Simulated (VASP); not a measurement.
An input for Quantum ESPRESSO's pw.x (written as the equivalent of a VASP run, and not itself run):

```
&CONTROL
  calculation = 'scf'
  pseudo_dir = './pseudo'
  outdir = './out'
  tprnfor = .true.
  tstress = .true.
/
&SYSTEM
  ibrav = 0
  nat = 2
  ntyp = 2
  ecutwfc = 86
  occupations = 'tetrahedra'
  input_dft = 'pw91'
/
&ELECTRONS
  conv_thr = 7.3e-09
  electron_maxstep = 100
/
ATOMIC_SPECIES
  Ca 40.078 Ca.upf
  Se 78.971 Se.upf
CELL_PARAMETERS angstrom
     0.0000000    2.9791770    2.9791770
     2.9791770    0.0000000    2.9791770
     2.9791770    2.9791770   -0.0000000
ATOMIC_POSITIONS crystal
  Ca   0.0000000  0.0000000  0.0000000
  Se   0.5000000  0.5000000  0.5000000
K_POINTS automatic
  9 9 9 0 0 0
```

Problem. Write the VASP files for the same calculation (PW91).

Solution. Several could match; the one computed here: 
### INCAR
```
ISIF=2   # forces and stress, cell fixed
ALGO=Normal   # blocked Davidson
LORBIT=11
NEDOS=601
GGA=91
LREAL=.False.   # projection in real space or not
ISMEAR=-5   # tetrahedra, Bloechl
ENCUT=520   # plane-wave cut-off (eV)
SYSTEM=CaSe
LWAVE=.False.
LCHARG=.True.
EDIFF=1E-7   # SCF stop (eV)
LASPH=.True.   # aspherical one-centre terms
NELM=100
LMAXMIX=4   # l cut-off of mixed one-centre charges
PREC=Accurate
```

**KPOINTS**
```
Automatic
0
Gamma
 9 9 9
0 0 0
```

**POSCAR**
```
CaSe
2.9791770
  0.0000000000   1.0000000010   1.0000000010
  1.0000000010   0.0000000000   1.0000000010
  1.0000000010   1.0000000010   0.0000000000
Ca Se
1 1
Cart
  0.0000000000   0.0000000000   0.0000000000
  1.0000000010   1.0000000010   1.0000000010
```

POTCAR, in this order: Ca_sv Se (PBE.64 set). Program: vasp_std.

The two are equivalent in intent, not identical: the potentials are each code's own (VASP's PAW set, PseudoDojo norm-conserving files in pw.x), so ENCUT and ecutwfc are chosen apart and not converted; conv_thr bounds pw.x's estimated SCF error, while EDIFF bounds the energy change between steps.

The compound is CaSe in the rock salt structure. It was relaxed first.
